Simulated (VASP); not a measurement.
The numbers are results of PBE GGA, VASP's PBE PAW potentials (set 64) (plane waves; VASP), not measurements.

VASP input:

INCAR:
```
# general
SYSTEM  =  P
PREC    =  Accurate
ENCUT   =  400   # plane-wave cut-off (eV)
LREAL   =  .FALSE.   # projection in real space or not
LASPH   =  .TRUE.
ISYM    =  0

# electronic loop
EDIFF   =  1E-6   # SCF stop (eV)
NELM    =  100
ALGO    =  Normal   # blocked Davidson

# smearing
ISMEAR  =  0   # Gaussian
SIGMA   =  0.05   # width (eV)

# functional
GGA     =  PE   # PBE

# ions
ISIF    =  2   # forces and stress, cell fixed

# output
LWAVE   =  .FALSE.
LCHARG  =  .FALSE.
```

**KPOINTS**
```
Automatic mesh
0
Gamma
8 8 6
0 0 0
```

POSCAR:
```
P
1.0
  1.6550000000  -5.2400000000   0.0000000000
  1.6550000000   5.2400000000   0.0000000000
  0.0000000000   0.0000000000   4.3800000000
P
4
Cartesian
  1.6550000000   4.1741840000   4.0269720000
  1.6550000000   1.0658160000   1.8369720000
  1.6550000000  -1.0658160000   2.5430280000
  1.6550000000  -4.1741840000   0.3530280000
```

POTCAR, in this order: P (PBE.64 set). Program: vasp_std.

Question: What does the run give for the energy per atom (σ→0), pressure, largest force?

Answer: 
```yaml
energy per atom (σ→0): -5.366 eV/atom
pressure: 1.95 GPa
largest_force: 0.056 eV/Å
```

**OSZICAR**
```
...
DAV:   6    -0.215080900019E+02    0.10693E+00   -0.67277E-02  6640   0.159E+00    0.609E+00
DAV:   7    -0.214635584257E+02    0.44532E-01   -0.11450E-01  6988   0.214E+00    0.277E-01
DAV:   8    -0.214634800971E+02    0.78329E-04   -0.10428E-02  6616   0.708E-01    0.137E-01
DAV:   9    -0.214635527210E+02   -0.72624E-04   -0.42535E-04  7488   0.151E-01    0.710E-02
DAV:  10    -0.214635711176E+02   -0.18397E-04   -0.59350E-05  6610   0.494E-02    0.282E-02
DAV:  11    -0.214635796840E+02   -0.85664E-05   -0.12424E-05  7054   0.301E-02    0.998E-03
DAV:  12    -0.214635800340E+02   -0.34996E-06   -0.41343E-07  4166   0.477E-03
   1 F= -.21463580E+02 E0= -.21463566E+02  d E =-.276808E-04
```

The compound is P in the black structure. The cell was not relaxed at this level. The run is one of a series of settings (ISYM = 0 against the base run), some of them coarse on purpose.
